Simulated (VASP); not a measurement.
Output of a VASP run:

OSZICAR:
```
       N       E                     dE             d eps       ncg     rms          rms(c)
DAV:   1     0.439093229147E+03    0.43909E+03   -0.37898E+04  1636   0.136E+03
DAV:   2    -0.997995063804E+02   -0.53889E+03   -0.52802E+03  2024   0.363E+02
DAV:   3    -0.124241573170E+03   -0.24442E+02   -0.24383E+02  1880   0.809E+01
DAV:   4    -0.124547894176E+03   -0.30632E+00   -0.30590E+00  2040   0.970E+00
DAV:   5    -0.124552351528E+03   -0.44574E-02   -0.44552E-02  1950   0.106E+00    0.873E+01
DAV:   6    -0.107776705382E+03    0.16776E+02   -0.75355E+01  1899   0.411E+01    0.692E+01
DAV:   7    -0.107801990562E+03   -0.25285E-01   -0.42771E+00  2016   0.934E+00    0.419E+01
DAV:   8    -0.107816208039E+03   -0.14217E-01   -0.59881E-01  1934   0.422E+00    0.950E+00
DAV:   9    -0.107782942478E+03    0.33266E-01   -0.20102E-01  1806   0.213E+00    0.186E+00
DAV:  10    -0.107782859735E+03    0.82743E-04   -0.67831E-03  2011   0.495E-01    0.391E-01
DAV:  11    -0.107782976291E+03   -0.11656E-03   -0.46772E-04  1968   0.113E-01    0.180E-01
DAV:  12    -0.107783051401E+03   -0.75110E-04   -0.94443E-05  2067   0.486E-02    0.145E-01
DAV:  13    -0.107783077448E+03   -0.26047E-04   -0.30606E-05  1848   0.322E-02    0.336E-02
DAV:  14    -0.107783077468E+03   -0.20636E-07   -0.85309E-07  1280   0.562E-03
   1 F= -.10778308E+03 E0= -.10778308E+03  d E =-.488071E-16
```

File OUTCAR:
```
------------------------ aborting loop because EDIFF is reached ----------------------------------------
  FORCE on cell =-STRESS in cart. coord.  units (eV):
  Direction    XX          YY          ZZ          XY          YZ          ZX
  --------------------------------------------------------------------------------------
  Total       16.1227443     16.1227443     18.9654220      0.0000000      0.0000000      0.0000000
  in kB      217.0652724    217.0652724    255.3370827      0.0000000      0.0000000      0.0000000
  external PRESSURE =     229.8225425 kB  Pullay stress =       0.0000000 kB
  volume of cell :      119.00
      direct lattice vectors                 reciprocal lattice vectors
    -3.197404000  3.197404000  2.910075000     0.000000000  0.156376861  0.171816878
     3.197404000 -3.197404000  2.910075000     0.156376861  0.000000000  0.171816878
     3.197404000  3.197404000 -2.910075000     0.156376861  0.156376861  0.000000000
 POSITION                                       TOTAL-FORCE (eV/Angst)
 -----------------------------------------------------------------------------------
      0.00000      0.00000      0.00000        -0.000000      0.000000     -0.000000
      0.00000      3.19740      1.45504        -0.000000      0.000000     -0.000000
      3.19740      0.00000      1.45504        -0.000000      0.000000     -0.000000
      0.00000      0.00000      2.91007        -0.000000      0.000000     -0.000000
      3.19740      2.01366     -1.05228        -0.000000     -0.815411     -0.453791
      4.38115      0.00000      0.40275         0.815411     -0.000000     -0.453791
      0.00000      1.18374      1.85779        -0.000000      0.815411     -0.453791
      2.01366      0.00000      0.40275        -0.815411     -0.000000     -0.453791
      3.19740      1.18374      2.50732        -0.000000      0.815411      0.453791
      1.18374     -0.00000      3.96236         0.815411      0.000000      0.453791
      3.19740     -1.18374      2.50732        -0.000000     -0.815411      0.453791
      2.01366      3.19740      1.05228        -0.815411     -0.000000      0.453791
 -----------------------------------------------------------------------------------
    total drift:                                0.000000     -0.000000      0.000000
  FREE ENERGIE OF THE ION-ELECTRON SYSTEM (eV)
  ---------------------------------------------------
  free  energy   TOTEN  =      -107.7830774683 eV

  energy  without entropy=     -107.7830774683  energy(sigma->0) =     -107.78307747
```
(Selected blocks of OUTCAR.)

**POSCAR**
```
HfSiO4
1
   -3.1974040000     3.1974040000     2.9100750000
    3.1974040000    -3.1974040000     2.9100750000
    3.1974040000     3.1974040000    -2.9100750000
Hf Si O
2 2 8
Direct
  0.0000000000   0.0000000000   0.0000000000
  0.7500000000   0.2500000000   0.5000000000
  0.2500000000   0.7500000000   0.5000000000
  0.5000000000   0.5000000000   0.0000000000
  0.1340900000   0.3192000000   0.8148900000
  0.0692000000   0.7543100000   0.6851100000
  0.5043100000   0.3192000000   0.1851100000
  0.0692000000   0.3840900000   0.3148900000
  0.6159100000   0.9308000000   0.6851100000
  0.6808000000   0.8659100000   0.1851100000
  0.2456900000   0.9308000000   0.3148900000
  0.6808000000   0.4956900000   0.8148900000
```

**Question.** Reconstruct the remaining input files.

**Answer.** This is not unique; one that fits is the input of the run itself, PBE GGA, plane waves, VASP's PBE PAW potentials (set 64).

File KPOINTS:
```
K-points
0
gamma
 5 5 5
0 0 0
```

INCAR:
```
! general
SYSTEM  = HfSiO4
PREC    = Accurate
ENCUT   = 400
LREAL   = .FALSE.
LASPH   = .TRUE.   ! aspherical one-centre terms

! electronic loop
EDIFF   = 1E-6
NELM    = 100   ! most electronic steps
ALGO    = Normal   ! blocked Davidson
LMAXMIX = 6   ! l cut-off of mixed one-centre charges

! smearing
ISMEAR  = 0
SIGMA   = 0.05

! functional
GGA     = PE   ! PBE

! ions
ISIF    = 2

! output
LWAVE   = .FALSE.
LCHARG  = .FALSE.
```

POTCAR, in this order: Hf_pv Si O (PBE.64 set). Program: vasp_std.

At this cut-off the stress carries a Pulay error, which pulls relaxed volumes low.

The structure comes from a computed database's HfSiO4 entry; how it stands against other phases isn't given here. The cell was not relaxed at this level.
